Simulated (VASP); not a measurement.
## PtSe2: how numerical settings change the zone-centre modes

How far do the zone-centre frequencies of PtSe2 depend on the numerical settings? The starting structure is a measured crystal structure from the Crystallography Open Database.

Main program and level: VASP 6.6.1; Kohn-Sham DFT with plane waves and PAW; LDA.

The database entry behind the starting cell is an old determination (1929), so it need not match the best structure at ambient conditions.

### Step 1. Set-up

Symmetry: P-3m1, No. 164, trigonal system. The conventional cell has a = 3.731 Å, b = 3.731 Å, c = 5.072 Å, α = 90.00°, β = 90.00°, γ = 120.00°. Nearest to Pt lie 6 Se at 2.50 Å. Nearest to Se lie 3 Pt at 2.50 Å. Farther neighbours and most contacts between anions are not listed.

### Step 2. Reference modes

The cell comes from a relaxation at this level, not shown (57.80 Å³).

Input file INCAR:

```
SYSTEM = PtSe2
PREC = Accurate
ENCUT = 450
EDIFF = 1E-08
NELM = 100
ISMEAR = 0
SIGMA = 0.05
LREAL = .FALSE.
ALGO = Normal
GGA = CA
NBANDS = 17
LORBIT = 11
LWAVE = .FALSE.
LCHARG = .FALSE.
KPAR = 4
IBRION = 8
ISIF = 2
```

Input file POSCAR:

```
PtSe2
1.0
    3.7471221289      0.0000000000      0.0000000000
   -1.8735610644      3.2451029547      0.0000000000
    0.0000000000      0.0000000000      4.7530602970
Pt Se
1 2
Direct
    0.0000000000      0.0000000000      0.0000000000
    0.6666666667      0.3333333333      0.7348302037
    0.3333333333      0.6666666667      0.2651697963
```

Input file KPOINTS:

```
Automatic mesh
0
Gamma
10 10 8
0 0 0
```

Potentials, in the order of the species: Pt and Se (LDA family, release 64).

Started as:

```bash
> mpirun -np 4 vasp_std
```

The program printed:

```text
[banner, memory and clock lines left out]
running    4 mpi-ranks, on    1 nodes
 distrk:  each k-point on    1 cores,    4 groups
 distr:  one band on    1 cores,    1 groups

 POSCAR found type information on POSCAR PtSe
 POSCAR found :  2 types and       3 ions
 LDA part: xc-table for (Slater(with rela. corr.)+CA(PZ))
 , standard interpolation
 POSCAR, INCAR and KPOINTS ok, starting setup
 FFT: planning ... GRIDC
 FFT: planning ... GRID_SOFT
 FFT: planning ... GRID
 WAVECAR not read
 entering main loop
       N       E                     dE             d eps       ncg     rms          rms(c)
DAV:   1     0.967756364192E+02    0.96776E+02   -0.93941E+03  3308   0.102E+03
DAV:   2    -0.137370691729E+02   -0.11051E+03   -0.10754E+03  4063   0.207E+02
DAV:   3    -0.178577244844E+02   -0.41207E+01   -0.40767E+01  3836   0.407E+01
DAV:   4    -0.178877806147E+02   -0.30056E-01   -0.30041E-01  4192   0.369E+00
DAV:   5    -0.178880527964E+02   -0.27218E-03   -0.27217E-03  3990   0.337E-01    0.130E+01
DAV:   6    -0.173312498107E+02    0.55680E+00   -0.44308E+00  3259   0.189E+01    0.803E+00
DAV:   7    -0.171241404664E+02    0.20711E+00   -0.83989E-01  3259   0.922E+00    0.397E+00
DAV:   8    -0.170962446633E+02    0.27896E-01   -0.58635E-02  3487   0.171E+00    0.799E-01
DAV:   9    -0.170934464652E+02    0.27982E-02   -0.64610E-03  3631   0.760E-01    0.214E-01
DAV:  10    -0.170934245110E+02    0.21954E-04   -0.10024E-03  3738   0.206E-01    0.405E-02
DAV:  11    -0.170934183433E+02    0.61677E-05   -0.56270E-05  3968   0.676E-02    0.230E-02
DAV:  12    -0.170934171183E+02    0.12251E-05   -0.40168E-06  3651   0.158E-02    0.332E-03
DAV:  13    -0.170934169956E+02    0.12265E-06   -0.60659E-07  3878   0.620E-03    0.139E-03
DAV:  14    -0.170934169900E+02    0.55975E-08   -0.69030E-08  3682   0.204E-03
   1 F= -.17093417E+02 E0= -.17092725E+02  d E =-.138422E-02
 Linear response reoptimize wavefunctions to high precision
DAV:   1    -0.170934169899E+02    0.16621E-09   -0.69410E-09  3402   0.654E-04
DAV:   2    -0.170934169899E+02   -0.79581E-11   -0.12748E-10  1775   0.761E-05
 Linear response DOF=           4
 Linear response progress:
  Degree of freedom:   1/  4
       N       E                     dE             d eps       ncg     rms          rms(c)
RMM:   1    -0.257528749229E+00   -0.25753E+00   -0.26135E-01 13092   0.329E+00
RMM:   2    -0.249582915396E+00    0.79458E-02   -0.72380E-03 11595   0.507E-01    0.190E-01
RMM:   3    -0.249434420747E+00    0.14849E-03   -0.36990E-04 12665   0.114E-01    0.114E-01
RMM:   4    -0.249893859431E+00   -0.45944E-03   -0.48173E-04 13158   0.117E-01    0.207E-02
RMM:   5    -0.249947330992E+00   -0.53472E-04   -0.32590E-05 12807   0.345E-02    0.892E-03
RMM:   6    -0.249990243681E+00   -0.42913E-04   -0.51115E-07 13426   0.517E-03    0.135E-03
RMM:   7    -0.249970870649E+00    0.19373E-04   -0.17654E-07 13463   0.191E-03    0.768E-04
RMM:   8    -0.249966212760E+00    0.46579E-05   -0.36007E-07 13248   0.119E-03    0.152E-04
RMM:   9    -0.249964049328E+00    0.21634E-05   -0.19759E-07 13726   0.644E-04    0.157E-04
RMM:  10    -0.249964508401E+00   -0.45907E-06   -0.20544E-08 13277   0.405E-04    0.230E-05
RMM:  11    -0.249964687734E+00   -0.17933E-06   -0.16209E-08 14113   0.179E-04    0.108E-05
RMM:  12    -0.249964699865E+00   -0.12131E-07   -0.26591E-09 14359   0.141E-04    0.139E-06
RMM:  13    -0.249964748489E+00   -0.48624E-07   -0.12680E-08 14934   0.128E-04    0.177E-06
RMM:  14    -0.249964715895E+00    0.32594E-07   -0.26596E-08 11954   0.121E-04    0.802E-07
RMM:  15    -0.249964682977E+00    0.32918E-07   -0.33087E-08 11426   0.121E-04    0.188E-07
RMM:  16    -0.249964694719E+00   -0.11742E-07   -0.31790E-08  7993   0.120E-04    0.951E-08
 first order change of Fermi-energy   0.69336E-05
 force on displaced ion       1 direction 1 : -15.336   0.000   0.000
 Linear response progress:
  Degree of freedom:   2/  4
       N       E                     dE             d eps       ncg     rms          rms(c)
RMM:   1    -0.271350596338E+00   -0.27135E+00   -0.26783E-01  5536   0.331E+00
RMM:   2    -0.262687036508E+00    0.86636E-02   -0.70718E-03  4806   0.531E-01    0.202E-01
RMM:   3    -0.262353228151E+00    0.33381E-03   -0.65524E-04  5217   0.141E-01    0.116E-01
RMM:   4    -0.262603574502E+00   -0.25035E-03   -0.43733E-04  5357   0.109E-01    0.347E-02
RMM:   5    -0.262739253048E+00   -0.13568E-03   -0.92172E-06  5425   0.201E-02    0.140E-02
RMM:   6    -0.262792049094E+00   -0.52796E-04   -0.36415E-06  5123   0.102E-02    0.216E-03
RMM:   7    -0.262771599191E+00    0.20450E-04   -0.12461E-07  5542   0.211E-03    0.695E-04
RMM:   8    -0.262764647585E+00    0.69516E-05   -0.34494E-08  5580   0.605E-04    0.173E-04
RMM:   9    -0.262763481040E+00    0.11665E-05   -0.17535E-08  5652   0.261E-04    0.560E-05
RMM:  10    -0.262763563199E+00   -0.82159E-07   -0.51972E-08  5765   0.154E-04    0.150E-05
RMM:  11    -0.262763456360E+00    0.10684E-06    0.70510E-09  5904   0.107E-04    0.428E-06
RMM:  12    -0.262763499407E+00   -0.43046E-07   -0.50145E-08  5716   0.990E-05    0.983E-07
RMM:  13    -0.262763464474E+00    0.34933E-07   -0.58378E-08  5259   0.968E-05    0.388E-07
RMM:  14    -0.262763476436E+00   -0.11962E-07   -0.45666E-08  3531   0.960E-05    0.188E-07
RMM:  15    -0.262763469216E+00    0.72195E-08   -0.48372E-08  3308   0.959E-05    0.359E-08
 first order change of Fermi-energy  -0.37238E-03
 force on displaced ion       1 direction 3 :   0.000  -0.000 -15.552
 Linear response progress:
  Degree of freedom:   3/  4
       N       E                     dE             d eps       ncg     rms          rms(c)
RMM:   1    -0.782231415453E-01   -0.78223E-01    0.58094E-02 33350   0.153E+00
RMM:   2    -0.767668628378E-01    0.14563E-02   -0.16108E-03 21464   0.242E-01    0.107E-01
RMM:   3    -0.766391317378E-01    0.12773E-03   -0.46462E-05 23342   0.390E-02    0.607E-02
RMM:   4    -0.765767041504E-01    0.62428E-04   -0.25965E-05 23903   0.298E-02    0.681E-03
RMM:   5    -0.765800113342E-01   -0.33072E-05   -0.43967E-07 24027   0.519E-03    0.128E-03
RMM:   6    -0.765798357689E-01    0.17557E-06   -0.26115E-08 24259   0.145E-03    0.368E-04
RMM:   7    -0.765785816876E-01    0.12541E-05   -0.11722E-07 24630   0.462E-04    0.772E-05
RMM:   8    -0.765784100149E-01    0.17167E-06   -0.15050E-08 24819   0.140E-04    0.369E-05
RMM:   9    -0.765783455259E-01    0.64489E-07   -0.29098E-08 24969   0.100E-04    0.173E-05
RMM:  10    -0.765782963321E-01    0.49194E-07   -0.66088E-08 25434   0.901E-05    0.295E-06
RMM:  11    -0.765782834781E-01    0.12854E-07   -0.43896E-08 24868   0.818E-05    0.872E-07
RMM:  12    -0.765782793943E-01    0.40838E-08   -0.28857E-08 19438   0.794E-05    0.372E-07
 first order change of Fermi-energy  -0.86191E-05
 force on displaced ion       2 direction 1 :  -7.758  -0.001   0.000
 Linear response progress:
  Degree of freedom:   4/  4
       N       E                     dE             d eps       ncg     rms          rms(c)
RMM:   1    -0.918343254940E-01   -0.91834E-01    0.52578E-02  7469   0.150E+00
RMM:   2    -0.894807603949E-01    0.23536E-02   -0.18713E-03  5035   0.258E-01    0.156E-01
RMM:   3    -0.892721160731E-01    0.20864E-03   -0.20580E-04  5430   0.718E-02    0.106E-01
RMM:   4    -0.891688120235E-01    0.10330E-03   -0.57960E-05  5372   0.464E-02    0.562E-02
RMM:   5    -0.891163720029E-01    0.52440E-04   -0.20024E-05  5461   0.237E-02    0.872E-03
RMM:   6    -0.891243827002E-01   -0.80107E-05   -0.62826E-07  5490   0.382E-03    0.280E-03
RMM:   7    -0.891294224965E-01   -0.50398E-05   -0.25801E-07  5466   0.219E-03    0.761E-04
RMM:   8    -0.891281055111E-01    0.13170E-05   -0.24598E-08  5611   0.567E-04    0.151E-04
RMM:   9    -0.891278353733E-01    0.27014E-06   -0.37402E-08  5648   0.149E-04    0.486E-05
RMM:  10    -0.891278205959E-01    0.14777E-07   -0.45846E-08  5776   0.118E-04    0.811E-06
RMM:  11    -0.891278430010E-01   -0.22405E-07   -0.14113E-08  5866   0.920E-05    0.283E-06
RMM:  12    -0.891278320330E-01    0.10968E-07   -0.41857E-08  5313   0.873E-05    0.561E-07
RMM:  13    -0.891278477064E-01   -0.15673E-07   -0.41055E-08  3821   0.858E-05    0.331E-07
RMM:  14    -0.891278059059E-01    0.41800E-07   -0.45125E-08  3279   0.857E-05    0.745E-08
 first order change of Fermi-energy   0.90406E+00
 force on displaced ion       2 direction 3 :  -0.000   0.000 -10.104
 Linear response finished
```

It took 5.9 min on 4 MPI ranks of AMD EPYC 7R43, shared host; peak memory 3.3 GiB; 23 min of CPU time.

The logs omit lines about the potential files and the build; timing stands in the text.

OUTCAR, selected parts (step 2):

```text
ion  position               nearest neighbor table
   1  0.000  0.000  0.000-   2 2.50   3 2.50   3 2.50   2 2.50   2 2.50   3 2.50
   2  0.667  0.333  0.735-   1 2.50   1 2.50   1 2.50
   3  0.333  0.667  0.265-   1 2.50   1 2.50   1 2.50

  LATTYP: Found a hexagonal cell.
 ALAT       =     3.7471221289
 C/A-ratio  =     1.2684562001

 Subroutine GETGRP returns: Found 12 space group operations
 (whereof 12 operations were pure point group operations)

The static configuration has the point symmetry D_3d.

 Found     94 irreducible k-points:

   k-points           NKPTS =     94   k-points in BZ     NKDIM =     94   number of bands    NBANDS=     17

   dimension x,y,z NGX =    28 NGY =   28 NGZ =   36
   dimension x,y,z NGXF=    56 NGYF=   56 NGZF=   72

   ENCUT  =  450.0 eV  33.07 Ry    5.75 a.u.   6.48  6.48  8.22*2*pi/ulx,y,z

   NELECT =      22.0000    total number of electrons

 k-points in reciprocal lattice and weights: Automatic mesh
   0.00000000  0.00000000  0.00000000       0.001
   0.10000000 -0.00000000  0.00000000       0.007
   0.20000000 -0.00000000  0.00000000       0.007
   0.30000000  0.00000000  0.00000000       0.007
   0.40000000  0.00000000  0.00000000       0.007
   0.50000000  0.00000000  0.00000000       0.004
   0.10000000  0.10000000  0.00000000       0.007
   0.20000000  0.10000000  0.00000000       0.015
   0.30000000  0.10000000  0.00000000       0.015
[...]
0.40000000  0.20000000  0.50000000       0.007
   0.30000000  0.30000000  0.50000000       0.007

 average (electrostatic) potential at core
       1 -68.0305       2 -58.2959       3 -58.2959

  Total       -0.0044171     -0.0044171     -0.0032408     -0.0000000      0.0000000     -0.0000000
  in kB       -0.1224473     -0.1224473     -0.0898399     -0.0000000      0.0000000     -0.0000000
  external PRESSURE =      -0.1115782 kB  Pullay stress =       0.0000000 kB

  energy-cutoff  :      450.00
  volume of cell :       57.80
      direct lattice vectors                 reciprocal lattice vectors
     3.747122129  0.000000000  0.000000000     0.266871472  0.154078316  0.000000000
    -1.873561064  3.245102955  0.000000000     0.000000000  0.308156633  0.000000000
     0.000000000  0.000000000  4.753060297     0.000000000  0.000000000  0.210390767

 POSITION                                       TOTAL-FORCE (eV/Angst)
 -----------------------------------------------------------------------------------
      0.00000      0.00000      0.00000        -0.000000      0.000000      0.000000
      1.87356      1.08170      3.49269         0.000000     -0.000000     -0.000382
     -0.00000      2.16340      1.26037        -0.000000      0.000000      0.000382
 -----------------------------------------------------------------------------------
    total drift:                                0.000000     -0.000000      0.000000

 Eigenvectors and eigenvalues of the dynamical matrix
 ----------------------------------------------------

   1 f  =    6.598944 THz    41.462386 2PiTHz  220.117068 cm-1    27.291026 meV
             X         Y         Z           dx          dy          dz
      0.000000  0.000000  0.000000     0.000000    0.000000   -0.668894
      1.873561  1.081701  3.492692    -0.000000   -0.000000    0.525634
     -0.000000  2.163402  1.260368    -0.000000   -0.000000    0.525634

   2 f  =    6.554039 THz    41.180239 2PiTHz  218.619197 cm-1    27.105314 meV
             X         Y         Z           dx          dy          dz
      0.000000  0.000000  0.000000    -0.518136   -0.422877   -0.000000
      1.873561  1.081701  3.492692     0.407271    0.332394    0.000000
     -0.000000  2.163402  1.260368     0.407271    0.332394    0.000000

   3 f  =    6.554039 THz    41.180239 2PiTHz  218.619197 cm-1    27.105314 meV
             X         Y         Z           dx          dy          dz
      0.000000  0.000000  0.000000    -0.422877    0.518136   -0.000000
      1.873561  1.081701  3.492692     0.332394   -0.407271    0.000000
     -0.000000  2.163402  1.260368     0.332394   -0.407271    0.000000

   4 f  =    6.203624 THz    38.978522 2PiTHz  206.930639 cm-1    25.656118 meV
             X         Y         Z           dx          dy          dz
      0.000000  0.000000  0.000000    -0.000000   -0.000000    0.000000
      1.873561  1.081701  3.492692     0.000000    0.000000    0.707107
     -0.000000  2.163402  1.260368     0.000000    0.000000   -0.707107

   5 f  =    4.927674 THz    30.961487 2PiTHz  164.369504 cm-1    20.379212 meV
             X         Y         Z           dx          dy          dz
      0.000000  0.000000  0.000000    -0.000000   -0.000000   -0.000000
      1.873561  1.081701  3.492692    -0.547822   -0.447092    0.000000
     -0.000000  2.163402  1.260368     0.547822    0.447092   -0.000000

   6 f  =    4.927674 THz    30.961487 2PiTHz  164.369504 cm-1    20.379212 meV
             X         Y         Z           dx          dy          dz
      0.000000  0.000000  0.000000    -0.000000   -0.000000   -0.000000
      1.873561  1.081701  3.492692    -0.447092    0.547822   -0.000000
     -0.000000  2.163402  1.260368     0.447092   -0.547822   -0.000000

   7 f/i=    0.000354 THz     0.002226 2PiTHz    0.011820 cm-1     0.001465 meV
             X         Y         Z           dx          dy          dz
      0.000000  0.000000  0.000000    -0.000000    0.000000    0.743358
      1.873561  1.081701  3.492692    -0.000000    0.000000    0.472979
     -0.000000  2.163402  1.260368    -0.000000    0.000000    0.472979

   8 f/i=    0.000498 THz     0.003130 2PiTHz    0.016618 cm-1     0.002060 meV
             X         Y         Z           dx          dy          dz
      0.000000  0.000000  0.000000    -0.382032    0.637779   -0.000000
      1.873561  1.081701  3.492692    -0.243014    0.405696   -0.000000
     -0.000000  2.163402  1.260368    -0.243014    0.405696   -0.000000

   9 f/i=    0.000498 THz     0.003130 2PiTHz    0.016618 cm-1     0.002060 meV
             X         Y         Z           dx          dy          dz
      0.000000  0.000000  0.000000    -0.637779   -0.382032   -0.000000
      1.873561  1.081701  3.492692    -0.405696   -0.243014   -0.000000
     -0.000000  2.163402  1.260368    -0.405696   -0.243014   -0.000000

 ELASTIC MODULI CONTR FROM IONIC RELAXATION (kBar)
 Direction    XX          YY          ZZ          XY          YZ          ZX
 --------------------------------------------------------------------------------
 XX        -592.1031   -379.8310   -551.3386     -0.0000    226.5645      0.0000
 YY        -379.8310   -592.1031   -551.3386     -0.0000   -226.5645     -0.0000
 ZZ        -551.3386   -551.3386   -625.5037     -0.0000      0.0000     -0.0000
 XY          -0.0000     -0.0000     -0.0000   -106.1361     -0.0000    205.0678
 YZ         226.5645   -226.5645      0.0000     -0.0000   -483.6384     -0.0000
 ZX           0.0000     -0.0000     -0.0000    205.0678     -0.0000   -396.2162
 --------------------------------------------------------------------------------
```

Energies printed during the response cycles are not total energies of the cell.

Reference: the zone-centre modes are A2u 220.1, Eu 218.6, A1g 206.9, Eg 164.4 cm⁻¹.

### Step 3. Modes with a 6×6×4 mesh

Against step 2 the input has a 6×6×4 mesh.

INCAR is that of step 2.

POSCAR is that of step 2.

Input file KPOINTS:

```
Automatic mesh
0
Gamma
6 6 4
0 0 0
```

Started as:

```bash
> mpirun -np 4 vasp_std
```

The program printed:

```text
[... set-up lines as in an earlier step ...]
 entering main loop
       N       E                     dE             d eps       ncg     rms          rms(c)
DAV:   1     0.995063305521E+02    0.99506E+02   -0.92955E+03   816   0.101E+03
DAV:   2    -0.137643423630E+02   -0.11327E+03   -0.11045E+03  1050   0.209E+02
DAV:   3    -0.178502749123E+02   -0.40859E+01   -0.40665E+01   975   0.410E+01
DAV:   4    -0.178766475377E+02   -0.26373E-01   -0.26366E-01  1025   0.361E+00
[...]
DAV:  14    -0.170933303321E+02   -0.45829E-07   -0.58753E-07   987   0.467E-03    0.129E-03
DAV:  15    -0.170933303216E+02    0.10526E-07   -0.20247E-08   622   0.976E-04    0.634E-04
DAV:  16    -0.170933303198E+02    0.18251E-08   -0.46836E-09   449   0.475E-04
   1 F= -.17093330E+02 E0= -.17092551E+02  d E =-.155916E-02
 Linear response reoptimize wavefunctions to high precision
DAV:   1    -0.170933303197E+02    0.63210E-10   -0.70403E-10   479   0.181E-04
 Linear response DOF=           4
 Linear response progress:
  Degree of freedom:   1/  4
[...]
RMM:  11    -0.765451851633E-01   -0.10235E-07   -0.14014E-07  4713   0.416E-05    0.836E-07
RMM:  12    -0.765451966647E-01   -0.11501E-07   -0.10476E-07  3836   0.385E-05    0.391E-07
RMM:  13    -0.765451952551E-01    0.14097E-08   -0.11258E-07  3115   0.382E-05    0.999E-08
 first order change of Fermi-energy   0.42664E-04
 force on displaced ion       2 direction 1 :  -7.511  -0.003  -0.001
 Linear response progress:
  Degree of freedom:   4/  4
       N       E                     dE             d eps       ncg     rms          rms(c)
RMM:   1    -0.916328611789E-01   -0.91633E-01    0.53936E-02  1868   0.150E+00
RMM:   2    -0.894152597530E-01    0.22176E-02   -0.18026E-03  1282   0.255E-01    0.165E-01
RMM:   3    -0.892016787735E-01    0.21358E-03   -0.17047E-04  1374   0.671E-02    0.106E-01
RMM:   4    -0.890926959233E-01    0.10898E-03   -0.61700E-05  1359   0.446E-02    0.531E-02
[...]
RMM:   9    -0.890606589787E-01    0.16738E-06    0.60616E-08  1421   0.118E-04    0.513E-05
RMM:  10    -0.890606307667E-01    0.28212E-07    0.44443E-08  1452   0.885E-05    0.816E-06
RMM:  11    -0.890606223518E-01    0.84150E-08   -0.36916E-08  1479   0.580E-05    0.309E-06
 first order change of Fermi-energy   0.92765E+00
 force on displaced ion       2 direction 3 :   0.000   0.000 -10.467
 Linear response finished
```

It took 86 s on 4 MPI ranks; peak memory 1.1 GiB.

OUTCAR, selected parts (step 3):

```text
  Total       -0.0313376     -0.0313376      0.1605307     -0.0000000     -0.0000000      0.0000000
  in kB       -0.8687140     -0.8687140      4.4500920     -0.0000000     -0.0000000      0.0000000
  external PRESSURE =       0.9042213 kB  Pullay stress =       0.0000000 kB

 POSITION                                       TOTAL-FORCE (eV/Angst)
 -----------------------------------------------------------------------------------
      0.00000      0.00000      0.00000         0.000000      0.000000      0.000000
      1.87356      1.08170      3.49269        -0.000000      0.000000     -0.002129
     -0.00000      2.16340      1.26037        -0.000000     -0.000000      0.002129
 -----------------------------------------------------------------------------------
    total drift:                                0.000000      0.000000      0.000000

[... 1 part as in an earlier step ...]

[... 1 further part left out ...]
```

With a 6×6×4 mesh the modes are Eu 219.7, A1g 216.5, A2u 213.6, Eg 158.3 cm⁻¹; the largest shift is +9.6 cm⁻¹, in A1g, from the reference.

(Part 1 of 2 ends here.)

[Lines on the potential files, build, host, timing and source positions are cut from VASP's logs without a mark.]

[Logs are printed without paths, hosts, clocks, repeated set-up lines and the standing remarks that a program may print on its own settings, such as how far it seeks lower states.]

[Hosts, paths, dates, database ids (printed as entryN), source tags and the programs' standing remarks are cut or masked in the printed files.]
